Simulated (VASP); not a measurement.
# MnTeS: structure and properties in VASP, part 7 of 9

Wanted: the relaxed cell of MnTeS and its properties. The cell is invented: it takes the structure of a Materials Project entry for TiTeS (space group 156 there), with some of its atoms replaced by other elements, volume scaled by an estimate. It may not be a known or stable phase.

VASP 6.6.1, plane waves and PAW; the level of theory is named at each step.

Still holding for the runs below: The cell holds one magnetic atom, so no antiferromagnetic order fits into it. The k-mesh is coarse for a metal.

So far, moment of the cell, from the last line of the log (μB): step 2 (rough relaxation of the start cell) 4.12; step 4 (second relaxation) 3.52; step 6 (bands along the symmetry lines (PBEsol + U)) 3.52; step 7 (total and projected DOS (PBEsol + U)) 3.46; step 8 (volume scan with PBEsol + U, volume scale 0.94) 3.50.

### 9. Volume scan with PBEsol + U, volume scale 0.96

Level of this step: PBEsol, DFT+U (Mn d 5.3 eV), spin-polarised from a ferromagnetic start; plane waves and PAW (Te, Mn_pv, S); invented cell (VASP).

INCAR reads:

```
SYSTEM = MnTeS
PREC = Accurate
ENCUT = 400
EDIFF = 1E-06
NELM = 100
ISMEAR = 0
SIGMA = 0.05
LREAL = .FALSE.
ALGO = Normal
GGA = PS
NBANDS = 20
ISPIN = 2
MAGMOM = -0.415 4.291 -0.202
LDAU = .TRUE.
LDAUTYPE = 2
LDAUL = -1 2 -1
LDAUU = 0 5.3 0
LDAUJ = 0 0 0
LDAUPRINT = 1
LASPH = .TRUE.
LMAXMIX = 4
LORBIT = 11
LWAVE = .FALSE.
LCHARG = .FALSE.
ISIF = 2
```

POSCAR reads:

```
MnTeS
1.0
    3.6801613152      0.0000000165      0.0000000000
   -1.8400801348      3.1871127509      0.0000000000
    0.0000000000      0.0000000000      5.3344133626
Te Mn S
1 1 1
Direct
    0.0000000000      0.0000000000      0.7020784953
    0.3333333300      0.6666666700      0.0408115017
    0.6666666700      0.3333333300      0.2571090030
```

KPOINTS reads:

```
Automatic mesh
0
Gamma
6 6 4
0 0 0
```

Potentials, in the order of the species: Te, Mn_pv and S (PBE family, release 64).

Launch:

```
> mpirun -np 1 vasp_std
```

The log of the run:

```text
[... set-up lines as in an earlier step ...]
 entering main loop
       N       E                     dE             d eps       ncg     rms          rms(c)
DAV:   1     0.151089991194E+03    0.15109E+03   -0.11587E+04  2112   0.987E+02
DAV:   2    -0.653213031104E+01   -0.15762E+03   -0.15248E+03  2008   0.267E+02
DAV:   3    -0.158656947500E+02   -0.93336E+01   -0.91640E+01  2232   0.688E+01
DAV:   4    -0.160300871340E+02   -0.16439E+00   -0.16422E+00  2228   0.964E+00
DAV:   5    -0.160332660884E+02   -0.31790E-02   -0.31788E-02  2204   0.145E+00    0.157E+01
DAV:   6    -0.171580045559E+02   -0.11247E+01   -0.51936E+01  2056   0.609E+01    0.227E+01
DAV:   7    -0.155030328278E+02    0.16550E+01   -0.13476E+01  2112   0.339E+01    0.809E+00
DAV:   8    -0.157696986880E+02   -0.26667E+00   -0.14229E+00  2508   0.802E+00    0.517E+00
DAV:   9    -0.156949357328E+02    0.74763E-01   -0.64975E-01  2512   0.640E+00    0.296E+00
DAV:  10    -0.157858135444E+02   -0.90878E-01   -0.11257E-01  2336   0.336E+00    0.146E+00
DAV:  11    -0.158000401291E+02   -0.14227E-01   -0.44491E-02  2424   0.154E+00    0.528E-01
DAV:  12    -0.158005121618E+02   -0.47203E-03   -0.50586E-03  2248   0.511E-01    0.194E-01
DAV:  13    -0.158005652961E+02   -0.53134E-04   -0.63486E-04  2132   0.229E-01    0.948E-02
DAV:  14    -0.158005797537E+02   -0.14458E-04   -0.63327E-05  2240   0.638E-02    0.323E-02
DAV:  15    -0.158005775387E+02    0.22149E-05   -0.71168E-06  2156   0.257E-02    0.164E-02
DAV:  16    -0.158005784409E+02   -0.90211E-06   -0.56034E-06  1688   0.188E-02
   1 F= -.15800578E+02 E0= -.15800047E+02  d E =-.106269E-02  mag=     3.5110
```

Run time: 18 s. Hardware: 1 MPI rank of Intel Xeon 6975P-C (Granite Rapids), shared host; peak memory 0.19 GiB.

From OUTCAR (step 9):

```text
   ENCUT  =  400.0 eV  29.40 Ry    5.42 a.u.   6.00  6.00  8.70*2*pi/ulx,y,z

   NELECT =      25.0000    total number of electrons

atom =   2  type =  2  l = 2

 onsite density matrix

spin component  1

  0.9176 -0.0000 -0.0000  0.0217  0.0000
 -0.0000  0.8955 -0.0000  0.0000  0.0217
 -0.0000 -0.0000  0.9276 -0.0000 -0.0000
  0.0217  0.0000 -0.0000  0.8955  0.0000
  0.0000  0.0217 -0.0000  0.0000  0.9176

spin component  2

  0.0710  0.0000 -0.0000 -0.0571  0.0000
  0.0000  0.1055  0.0000  0.0000 -0.0571
 -0.0000  0.0000  0.0305  0.0000 -0.0000
 -0.0571  0.0000  0.0000  0.1055 -0.0000
  0.0000 -0.0571 -0.0000 -0.0000  0.0710

 occupancies and eigenvectors

  o =  0.0286  v =  0.0000  0.0000  0.0000  0.0000  0.0000 -0.3477  0.5374  0.0000 -0.2582  0.7236      0.0000  0.0000  0.0000  0.0000  0.0000  0.0000  0.0000  0.0000  0.0000  0.0000
  o =  0.0286  v =  0.0000  0.0000  0.0000  0.0000  0.0000 -0.7236 -0.2582 -0.0000 -0.5374 -0.3477      0.0000  0.0000  0.0000  0.0000  0.0000  0.0000  0.0000  0.0000  0.0000  0.0000
  o =  0.0305  v =  0.0000  0.0000  0.0000  0.0000  0.0000  0.0000  0.0000 -1.0000  0.0000  0.0000      0.0000  0.0000  0.0000  0.0000  0.0000  0.0000  0.0000  0.0000  0.0000  0.0000
  o =  0.1479  v =  0.0000  0.0000  0.0000  0.0000  0.0000  0.2582  0.7236  0.0000 -0.3477 -0.5374      0.0000  0.0000  0.0000  0.0000  0.0000  0.0000  0.0000  0.0000  0.0000  0.0000
  o =  0.1479  v =  0.0000  0.0000  0.0000  0.0000  0.0000 -0.5374  0.3477  0.0000  0.7236 -0.2582      0.0000  0.0000  0.0000  0.0000  0.0000  0.0000  0.0000  0.0000  0.0000  0.0000
  o =  0.8822  v = -0.2263 -0.7685  0.0000  0.3693  0.4709  0.0000  0.0000  0.0000  0.0000  0.0000      0.0000  0.0000  0.0000  0.0000  0.0000  0.0000  0.0000  0.0000  0.0000  0.0000
  o =  0.8822  v = -0.4709  0.3693 -0.0000  0.7685 -0.2263  0.0000  0.0000  0.0000  0.0000  0.0000      0.0000  0.0000  0.0000  0.0000  0.0000  0.0000  0.0000  0.0000  0.0000  0.0000
  o =  0.9276  v = -0.0000 -0.0000 -1.0000 -0.0000 -0.0000  0.0000  0.0000  0.0000  0.0000  0.0000      0.0000  0.0000  0.0000  0.0000  0.0000  0.0000  0.0000  0.0000  0.0000  0.0000
  o =  0.9308  v =  0.3693 -0.4709  0.0000  0.2263 -0.7685  0.0000  0.0000  0.0000  0.0000  0.0000      0.0000  0.0000  0.0000  0.0000  0.0000  0.0000  0.0000  0.0000  0.0000  0.0000
  o =  0.9308  v =  0.7685  0.2263 -0.0001  0.4709  0.3693  0.0000  0.0000  0.0000  0.0000  0.0000      0.0000  0.0000  0.0000  0.0000  0.0000  0.0000  0.0000  0.0000  0.0000  0.0000

 E-fermi :   6.7001

 spin component 1
 k-point     1 :       0.0000    0.0000    0.0000
  band No.  band energies     occupation
    ...
      9       1.8561      1.00000
     10       1.8561      1.00000
     11       2.6939      1.00000
     12       6.5957      0.99843
     13       6.5957      0.99843
     14       8.1526      0.00000
     15       8.1526      0.00000
     16       8.3352      0.00000
     17      10.6765      0.00000
     18      12.9609      0.00000
    ...

 k-point     2 :       0.1667    0.0000    0.0000
  band No.  band energies     occupation
    ...
     10       1.8669      1.00000
     11       2.7365      1.00000
     12       4.9778      1.00000
     13       5.9452      1.00000
     14       6.6721      0.78590
     15       8.2863      0.00000
     16       8.3441      0.00000
     17      11.7478      0.00000
     18      13.1313      0.00000
     19      14.3532      0.00000
    ...

  Total        1.0622593      1.0622590      1.0723961      0.0000002     -0.0000000      0.0000000
  in kB       27.2013312     27.2013239     27.4609058      0.0000046     -0.0000000      0.0000000
  external PRESSURE =      27.2878536 kB  Pullay stress =       0.0000000 kB

 POSITION                                       TOTAL-FORCE (eV/Angst)
 -----------------------------------------------------------------------------------
      0.00000      0.00000      3.74518        -0.000000      0.000000     -0.078945
      0.00000      2.12474      0.21771         0.000000     -0.000000     -0.098873
      1.84008      1.06237      1.37153        -0.000000      0.000000      0.177818
 -----------------------------------------------------------------------------------
    total drift:                                0.000004     -0.000004     -0.000178

  FREE ENERGIE OF THE ION-ELECTRON SYSTEM (eV)
  ---------------------------------------------------
  free  energy   TOTEN  =       -15.8005784409 eV

  energy  without entropy=      -15.7995157492  energy(sigma->0) =      -15.80004710

 magnetization (x)
# of ion       s       p       d       tot
------------------------------------------
    1       -0.006  -0.396  -0.000  -0.402
    2        0.039   0.037   4.161   4.238
    3       -0.002  -0.190   0.000  -0.193
--------------------------------------------------
tot          0.032  -0.550   4.161   3.643

[... 3 parts as in an earlier step ...]

[... 18 further parts left out ...]
```

This step gave:

| Item | Value |
| --- | --- |
| free energy (TOTEN) | -15.80 eV |
| energy at zero smearing | -15.80 eV |
| Fermi energy | 6.700 eV |
| pressure | 2.729 GPa |
| moment of the cell, from the last line of the log | 3.511 μB |

Spin moment in the PAW sphere by atom:

```csv
atom,spin moment in the PAW sphere (μB)
Te1,-0.40
Mn2,4.24
S3,-0.19
```

Force by atom:

```csv
atom,x (eV/Å),y (eV/Å),z (eV/Å),size
Te1,0.000,0.000,-0.079,0.079
Mn2,0.000,0.000,-0.099,0.099
S3,0.000,0.000,0.178,0.178
```

The pressure falls from 4.33 to 2.73 GPa.

The run ends at a pressure of 2.73 GPa, with forces up to 0.18 eV/Å.

### 10. Volume scan with PBEsol + U, volume scale 0.98

INCAR is that of step 9.

POSCAR reads:

```
MnTeS
1.0
    3.7055425401      0.0000000166      0.0000000000
   -1.8527707436      3.2090935334      0.0000000000
    0.0000000000      0.0000000000      5.3712035829
Te Mn S
1 1 1
Direct
    0.0000000000      0.0000000000      0.7020784953
    0.3333333300      0.6666666700      0.0408115017
    0.6666666700      0.3333333300      0.2571090030
```

KPOINTS is that of step 9.

Launch:

```
> mpirun -np 1 vasp_std
```

The log of the run:

```text
[... set-up lines as in an earlier step ...]
 entering main loop
       N       E                     dE             d eps       ncg     rms          rms(c)
DAV:   1     0.147120563733E+03    0.14712E+03   -0.11480E+04  2152   0.983E+02
DAV:   2    -0.649316804013E+01   -0.15361E+03   -0.14832E+03  2020   0.262E+02
DAV:   3    -0.158665824465E+02   -0.93734E+01   -0.91612E+01  2256   0.675E+01
DAV:   4    -0.160431779543E+02   -0.17660E+00   -0.17642E+00  2180   0.972E+00
[...]
DAV:  15    -0.158197498403E+02    0.24634E-05   -0.70316E-06  2180   0.251E-02    0.183E-02
DAV:  16    -0.158197511542E+02   -0.13139E-05   -0.87617E-06  1836   0.236E-02    0.676E-03
DAV:  17    -0.158197512334E+02   -0.79283E-07   -0.52515E-07  1088   0.561E-03
   1 F= -.15819751E+02 E0= -.15819318E+02  d E =-.867289E-03  mag=     3.5195
```

It took 19 s on 1 MPI rank; peak memory 0.19 GiB.

Parts of OUTCAR (step 10):

```text
  Total        0.5102968      0.5102966      0.5024839      0.0000001      0.0000000     -0.0000000
  in kB       12.8005199     12.8005164     12.6045383      0.0000022      0.0000000     -0.0000000
  external PRESSURE =      12.7351915 kB  Pullay stress =       0.0000000 kB

 POSITION                                       TOTAL-FORCE (eV/Angst)
 -----------------------------------------------------------------------------------
      0.00000      0.00000      3.77101         0.000000      0.000000     -0.034392
      0.00000      2.13940      0.21921        -0.000000     -0.000000     -0.053060
      1.85277      1.06970      1.38098        -0.000000      0.000000      0.087452
 -----------------------------------------------------------------------------------
    total drift:                                0.000004     -0.000004     -0.000411

  FREE ENERGIE OF THE ION-ELECTRON SYSTEM (eV)
  ---------------------------------------------------
  free  energy   TOTEN  =       -15.8197512334 eV

  energy  without entropy=      -15.8188839447  energy(sigma->0) =      -15.81931759

 magnetization (x)
# of ion       s       p       d       tot
------------------------------------------
    1       -0.006  -0.402  -0.001  -0.409
    2        0.040   0.036   4.189   4.265
    3       -0.002  -0.195   0.000  -0.197
--------------------------------------------------
tot          0.032  -0.561   4.189   3.659

[... 1 part as in an earlier step ...]

[... 2 further parts left out ...]
[key lines of the parts left out:]
E-fermi :   6.4332
```

The pressure falls from 2.73 to 1.27 GPa.

The run ends at a pressure of 1.27 GPa, with forces up to 0.087 eV/Å.

### 11. Volume scan with PBEsol + U, volume scale 1

INCAR is that of step 10.

POSCAR reads:

```
MnTeS
1.0
    3.7305807492      0.0000000167      0.0000000000
   -1.8652898446      3.2307772556      0.0000000000
    0.0000000000      0.0000000000      5.4074965999
Te Mn S
1 1 1
Direct
    0.0000000000      0.0000000000      0.7020784953
    0.3333333300      0.6666666700      0.0408115017
    0.6666666700      0.3333333300      0.2571090030
```

KPOINTS is that of step 10.

Launch:

```
> mpirun -np 1 vasp_std
```

The log of the run:

```text
[... set-up lines as in an earlier step ...]
 entering main loop
       N       E                     dE             d eps       ncg     rms          rms(c)
DAV:   1     0.145731421008E+03    0.14573E+03   -0.11542E+04  2168   0.979E+02
DAV:   2    -0.635446821200E+01   -0.15209E+03   -0.14676E+03  2040   0.261E+02
DAV:   3    -0.158665827797E+02   -0.95121E+01   -0.93272E+01  2228   0.678E+01
DAV:   4    -0.160445428555E+02   -0.17796E+00   -0.17774E+00  2204   0.981E+00
[...]
DAV:  15    -0.158275060243E+02    0.21889E-05   -0.73959E-06  2164   0.242E-02    0.206E-02
DAV:  16    -0.158275080419E+02   -0.20175E-05   -0.13568E-05  2116   0.293E-02    0.740E-03
DAV:  17    -0.158275081702E+02   -0.12832E-06   -0.67204E-07  1172   0.646E-03
   1 F= -.15827508E+02 E0= -.15827150E+02  d E =-.716965E-03  mag=     3.5246
```

It took 20 s on 1 MPI rank; peak memory 0.19 GiB.

From OUTCAR (step 11):

```text
  Total       -0.0104720     -0.0104720     -0.0225399     -0.0000000     -0.0000000      0.0000000
  in kB       -0.2574303     -0.2574303     -0.5540944     -0.0000000     -0.0000000      0.0000000
  external PRESSURE =      -0.3563183 kB  Pullay stress =       0.0000000 kB

 POSITION                                       TOTAL-FORCE (eV/Angst)
 -----------------------------------------------------------------------------------
      0.00000      0.00000      3.79649        -0.000000      0.000000      0.008401
      0.00000      2.15385      0.22069        -0.000000      0.000000     -0.008967
      1.86529      1.07693      1.39032         0.000000     -0.000000      0.000566
 -----------------------------------------------------------------------------------
    total drift:                                0.000004     -0.000004     -0.000566

  FREE ENERGIE OF THE ION-ELECTRON SYSTEM (eV)
  ---------------------------------------------------
  free  energy   TOTEN  =       -15.8275081702 eV

  energy  without entropy=      -15.8267912053  energy(sigma->0) =      -15.82714969

[... 3 parts as in an earlier step ...]

[... 1 further part left out ...]
[key lines of the parts left out:]
E-fermi :   6.1778
```

Spin moment in the PAW sphere by atom:

```csv
atom,spin moment in the PAW sphere (μB)
Te1,-0.41
Mn2,4.29
S3,-0.20
```

The pressure falls from 1.27 to -0.04 GPa.

The run ends at a pressure of -0.04 GPa, with forces up to 0.0090 eV/Å.

### 12. Volume scan with PBEsol + U, volume scale 1.02

INCAR is that of step 11.

POSCAR reads:

```
MnTeS
1.0
    3.7552873020      0.0000000168      0.0000000000
   -1.8776431175      3.2521737550      0.0000000000
    0.0000000000      0.0000000000      5.4433088793
Te Mn S
1 1 1
Direct
    0.0000000000      0.0000000000      0.7020784953
    0.3333333300      0.6666666700      0.0408115017
    0.6666666700      0.3333333300      0.2571090030
```

KPOINTS is that of step 11.

Launch:

```
> mpirun -np 1 vasp_std
```

The log of the run:

```text
[... set-up lines as in an earlier step ...]
 entering main loop
       N       E                     dE             d eps       ncg     rms          rms(c)
DAV:   1     0.146770477922E+03    0.14677E+03   -0.11522E+04  2136   0.979E+02
DAV:   2    -0.651994050625E+01   -0.15329E+03   -0.14818E+03  2044   0.262E+02
DAV:   3    -0.158518753617E+02   -0.93319E+01   -0.91017E+01  2252   0.679E+01
DAV:   4    -0.160360064701E+02   -0.18413E+00   -0.18373E+00  2160   0.982E+00
[...]
DAV:  13    -0.158252720650E+02   -0.63606E-04   -0.99535E-04  2104   0.298E-01    0.108E-01
DAV:  14    -0.158252874702E+02   -0.15405E-04   -0.12529E-04  2368   0.867E-02    0.407E-02
DAV:  15    -0.158252868313E+02    0.63887E-06   -0.87796E-06  2180   0.239E-02
   1 F= -.15825287E+02 E0= -.15824959E+02  d E =-.655727E-03  mag=     3.5276
```

Wall time 18 s (1 MPI rank); peak memory 0.19 GiB.

Parts of OUTCAR (step 12):

```text
  Total       -0.4796152     -0.4796151     -0.4835163     -0.0000001      0.0000000      0.0000000
  in kB      -11.5590904    -11.5590873    -11.6531099     -0.0000019      0.0000000      0.0000000
  external PRESSURE =     -11.5904292 kB  Pullay stress =       0.0000000 kB

 POSITION                                       TOTAL-FORCE (eV/Angst)
 -----------------------------------------------------------------------------------
      0.00000      0.00000      3.82163         0.000000     -0.000000      0.050850
      0.00000      2.16812      0.22215        -0.000000      0.000000      0.032149
      1.87764      1.08406      1.39952         0.000000     -0.000000     -0.082999
 -----------------------------------------------------------------------------------
    total drift:                                0.000004     -0.000004     -0.000850

  FREE ENERGIE OF THE ION-ELECTRON SYSTEM (eV)
  ---------------------------------------------------
  free  energy   TOTEN  =       -15.8252868313 eV

  energy  without entropy=      -15.8246311045  energy(sigma->0) =      -15.82495897

 magnetization (x)
# of ion       s       p       d       tot
------------------------------------------
    1       -0.006  -0.416  -0.001  -0.422
    2        0.041   0.035   4.238   4.314
    3       -0.003  -0.204   0.000  -0.207
--------------------------------------------------
tot          0.032  -0.585   4.238   3.685

[... 1 part as in an earlier step ...]

[... 2 further parts left out ...]
[key lines of the parts left out:]
E-fermi :   5.9328
```

The pressure falls from -0.04 to -1.16 GPa.

The run ends at a pressure of -1.16 GPa, with forces up to 0.083 eV/Å.

### 13. Volume scan with PBEsol + U, volume scale 1.04

INCAR is that of step 12.

POSCAR reads:

```
MnTeS
1.0
    3.7796729678      0.0000000169      0.0000000000
   -1.8898359469      3.2732923582      0.0000000000
    0.0000000000      0.0000000000      5.4786560313
Te Mn S
1 1 1
Direct
    0.0000000000      0.0000000000      0.7020784953
    0.3333333300      0.6666666700      0.0408115017
    0.6666666700      0.3333333300      0.2571090030
```

KPOINTS is that of step 12.

Launch:

```
> mpirun -np 1 vasp_std
```

The log of the run:

```text
[... set-up lines as in an earlier step ...]
 entering main loop
       N       E                     dE             d eps       ncg     rms          rms(c)
DAV:   1     0.141043290025E+03    0.14104E+03   -0.11600E+04  2216   0.979E+02
DAV:   2    -0.646094163916E+01   -0.14750E+03   -0.14224E+03  2016   0.259E+02
DAV:   3    -0.158350056860E+02   -0.93741E+01   -0.91515E+01  2224   0.669E+01
DAV:   4    -0.160186228066E+02   -0.18362E+00   -0.18338E+00  2236   0.978E+00
[...]
DAV:  15    -0.158137395133E+02   -0.16541E-05   -0.11494E-05  2168   0.250E-02    0.260E-02
DAV:  16    -0.158137441214E+02   -0.46081E-05   -0.25929E-05  2332   0.400E-02    0.886E-03
DAV:  17    -0.158137443346E+02   -0.21324E-06   -0.14925E-06  1576   0.905E-03
   1 F= -.15813744E+02 E0= -.15813401E+02  d E =-.687210E-03  mag=     3.5307
```

Run time: 30 s. Hardware: 1 MPI rank; peak memory 0.21 GiB.

Parts of OUTCAR (step 13):

```text
  Total       -0.9578392     -0.9578390     -0.9614036     -0.0000002      0.0000000      0.0000000
  in kB      -22.6407158    -22.6407097    -22.7249679     -0.0000038      0.0000000      0.0000000
  external PRESSURE =     -22.6687978 kB  Pullay stress =       0.0000000 kB

 POSITION                                       TOTAL-FORCE (eV/Angst)
 -----------------------------------------------------------------------------------
      0.00000      0.00000      3.84645         0.000000     -0.000000      0.087647
      0.00000      2.18219      0.22359        -0.000000      0.000000      0.073841
      1.88984      1.09110      1.40861        -0.000000      0.000000     -0.161488
 -----------------------------------------------------------------------------------
    total drift:                                0.000005     -0.000004     -0.000184

  FREE ENERGIE OF THE ION-ELECTRON SYSTEM (eV)
  ---------------------------------------------------
  free  energy   TOTEN  =       -15.8137443346 eV

  energy  without entropy=      -15.8130571244  energy(sigma->0) =      -15.81340073

 magnetization (x)
# of ion       s       p       d       tot
------------------------------------------
    1       -0.006  -0.422  -0.001  -0.429
    2        0.041   0.034   4.262   4.338
    3       -0.003  -0.209   0.000  -0.212
--------------------------------------------------
tot          0.032  -0.597   4.261   3.697

[... 1 part as in an earlier step ...]

[... 2 further parts left out ...]
[key lines of the parts left out:]
E-fermi :   5.6953
```

Spin moment in the PAW sphere by atom:

```csv
atom,spin moment in the PAW sphere (μB)
Te1,-0.43
Mn2,4.34
S3,-0.21
```

The pressure falls from -1.16 to -2.27 GPa.

The run ends at a pressure of -2.27 GPa, with forces up to 0.16 eV/Å.

[end of part 7 of 9]

[Lines on the potential files, build, host, timing and source positions are cut from VASP's logs without a mark.]

[Logs are printed without paths, hosts, clocks, repeated set-up lines and the standing remarks that a program may print on its own settings, such as how far it seeks lower states.]

[Hosts, paths, dates, database ids (printed as entryN), source tags and the programs' standing remarks are cut or masked in the printed files.]

[A measured line is paired with the nearest computed mode of its activity, which favours agreement.]
